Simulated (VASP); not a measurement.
```xyz
6
Lattice="4.8013 0.0000 0.0000 0.0000 4.8013 0.0000 0.0000 0.0000 3.1872" Properties=species:S:1:pos:R:3 pbc="T T T"
Zn     0.0000     0.0000     0.0000
Zn     2.4006     2.4006     1.5936
F      1.4604     1.4604     0.0000
F      3.8610     0.9403     1.5936
F      0.9403     3.8610     1.5936
F      3.3409     3.3409     0.0000
```

Computed with PBE GGA, VASP's PBE PAW potentials (set 64) (plane waves; VASP). Settings: 520 eV cut-off, Gaussian smearing of 0.050 eV, potentials Zn F.

Question: What does the run give for the band gap (along the path) with the smallest direct gap where there is one?

Answer: 
The band gap (along the path) comes out as 3.43 eV and the smallest direct gap (along the path) comes out as 3.43 eV.

The compound is ZnF2 in the rutile structure. It was relaxed first, which changed the volume by +6 %.
